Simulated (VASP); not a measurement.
Mo (bcc) relaxed at rising pressure, in one space group throughout; other phases were not tried. The pressures are those reached. Level of theory: PBEsol GGA, VASP's PBE PAW potentials (set 64) (plane waves; VASP).

```csv
P (GPa),V (Å³/atom),k-mesh
0.00,15.349,16×16×16
4.89,15.093,16×16×16
9.88,14.854,16×16×16
20.00,14.435,17×17×17
29.96,14.066,17×17×17
```

A change of mesh leaves a small step in the series.

Question: Fit an equation of state and predict the volume at 44.84 GPa.

Answer: Least squares on the third-order Birch-Murnaghan form, P = (3B0/2)(y⁷ − y⁵)[1 + (3/4)(B′ − 4)(y² − 1)] with y = (V0/V)^(1/3), gives V0 = 15.347 Å³/atom, B0 = 284 GPa and B′ = 4.4, and so 13.600 Å³/atom. The run gave 13.577 Å³/atom, -0.2 % from the fit.

Pressures at which the relaxation failed are left out.

The compound is Mo in the bcc structure.
